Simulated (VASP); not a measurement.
Calculation: PBEsol GGA, VASP's PBE PAW potentials (set 64) (plane waves; VASP 6.6.1). For the first row: Run with 400 eV cut-off, 7×7×7 Γ-centred mesh, tetrahedra with Blöchl corrections, potentials Al Ga_d As.

```csv
system,energy (eV/atom)
AlGaAs$_{2}$ (space group R3m),-4.7839
Al (fcc),-4.0930
Ga (alpha),-3.3489
As (a7),-5.1080
```

The references are the elements' solids at the same level; no temperature or zero-point terms are added.

Task: What is the formation energy per atom of AlGaAs₂?

Result: The references average (1×(-4.0930) + 1×(-3.3489) + 2×(-5.1080))/4 = -4.4145 eV, so the formation energy is -4.7839 − (-4.4145) = -0.369 eV/atom.
